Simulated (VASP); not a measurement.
A cell of Gd (hcp) near equilibrium:

```
CELL_PARAMETERS angstrom
      1.84819    -3.20116     0.00000
      1.84819     3.20116     0.00000
      0.00000     0.00000     5.63987
ATOMIC_POSITIONS crystal
  Gd 0.33333 0.66667 0.25000
  Gd 0.66667 0.33333 0.75000
```

These are r2SCAN meta-GGA, VASP's PBE PAW potentials (set 64) (plane waves; VASP 6.6.1) values and carry that method's errors.

The 4f electrons are frozen in the core of the lanthanide potential, so 4f levels, which can set the real gap, and their magnetism are missing.

```csv
run,ΔE (meV/atom),σxx,σyy,σzz,"largest shear component, with its sign (GPa)",largest force (eV/Å)
as it is,0.0,0.01,0.01,0.01,0.00,0.000
after one change,41.2,-0.34,-0.34,1.18,0.00,0.809
```
Stress is in GPa, positive when the cell is compressed.

### Question
Name the change that produced these shifts.
(A) isotropic strain of +4.0 %
(B) isotropic strain of -3.0 %
(C) atom 2 (Gd) moved by -0.200 Å along z

### Answer
C, atom 2 (Gd) moved by -0.200 Å along z

The compound is Gd in the hcp structure.
